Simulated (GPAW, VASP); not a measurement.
This is a calculation of MnCuAs for GPAW 26.7.0 (ASE script). The cell is a database's computed one, not the measured one.

run.py

```python
from ase.dft.bandgap import bandgap
from ase.io import read, write
from ase.units import GPa
from gpaw import GPAW, PW

atoms = read('POSCAR')
atoms.set_initial_magnetic_moments([0.0, 0.0, 0.6, 0.6, 4.0, 4.0])

calc = GPAW(mode=PW(600),
            xc='RPBE',
            kpts={'size': (7, 7, 4), 'gamma': True},
            occupations={'name': 'methfessel-paxton', 'order': 0, 'width': 0.05},
            nbands=55,
            convergence={'density': 1e-05, 'energy': 1e-05},
            maxiter=150,
            txt='gpaw.txt')
atoms.calc = calc
energy = atoms.get_potential_energy()
forces = atoms.get_forces()
stress = atoms.get_stress()
calc.write('gs.gpw')
write('result.traj', atoms)
print(f'Energy: {energy:.6f} eV')
print('Forces (eV/A):')
print(forces.round(4))
print('Stress (GPa):', (stress / GPa).round(3))
print('Moments:', calc.get_magnetic_moments().round(3))
print('Fermi level:', round(calc.get_fermi_level(), 4), 'eV')
print(f'Gap: {bandgap(calc)[0]:.4f} eV, direct: {bandgap(calc, direct=True)[0]:.4f} eV')
```

File POSCAR:

```
MnCuAs
1.0
    3.6994910000      0.0000000000      0.0000000000
    0.0000000000      3.6994910000      0.0000000000
    0.0000000000      0.0000000000      6.4084220000
As Cu Mn
2 2 2
Direct
    0.5000000000      0.0000000000      0.2237540000
    0.0000000000      0.5000000000      0.7762460000
    0.5000000000      0.5000000000      0.5000000000
    0.0000000000      0.0000000000      0.5000000000
    0.5000000000      0.0000000000      0.8359800000
    0.0000000000      0.5000000000      0.1640200000
```

Potentials or basis: the program's PAW data sets (release 1.2.1) made for this functional, pw.

Launch:

```sh
$ OMP_NUM_THREADS=1 python run.py
```

**Question.** What does the same run look like in VASP 6.6.1? Potentials or basis there: PBE PAW files As, Cu, Mn_pv, release 54, 520 eV.

**Answer.** As run (cutoffs and basis follow the program's own potentials, and thresholds, step limits or extra output files can differ):

File INCAR:

```
SYSTEM = MnCuAs
PREC = Accurate
ENCUT = 520
EDIFF = 1E-6
ISMEAR = 0
SIGMA = 0.05
LREAL = .False.
LASPH = .True.
NELM = 150
ALGO = Fast
ISIF = 2
LWAVE = .False.
LCHARG = .True.
ISPIN = 2
MAGMOM = 0 0 0.6 0.6 4 4
LORBIT = 11
LMAXMIX = 4
GGA = RP
LELF = .True.
LVHAR = .True.
```

File KPOINTS:

```
Automatic mesh
0
Gamma
  7 7 4
  0 0 0
```

File POSCAR:

```
MnCuAs
3.6995
    0.999997567239      0.000000000000      0.000000000000
    0.000000000000      0.999997567239      0.000000000000
    0.000000000000      0.000000000000      1.732240032437
As Cu Mn
2 2 2
Direct
    0.5000000000      0.0000000000      0.2237540000
    0.0000000000      0.5000000000      0.7762460000
    0.5000000000      0.5000000000      0.5000000000
    0.0000000000      0.0000000000      0.5000000000
    0.5000000000      0.0000000000      0.8359800000
    0.0000000000      0.5000000000      0.1640200000
```

Potentials or basis: VASP PAW PBE potentials, release 54 (As, Cu, Mn_pv).

Run with:

```console
$ cat potpaw_PBE.54/As/POTCAR potpaw_PBE.54/Cu/POTCAR potpaw_PBE.54/Mn_pv/POTCAR > POTCAR
$ mpirun -np 1 vasp_std > vasp.out
```

Both were run:

|  | GPAW | VASP |
| --- | --- | --- |
| Pressure | 4.6 GPa | 4.1 GPa |
| Net moment | 7.26 μB per cell | 7.28 μB per cell |

The potentials hold 62 and 58 valence electrons a cell.

VASP's potentials were made for PBE.

The magnetic state is the one that the start led to; the real crystal's order can differ.

Pressure is positive in compression.
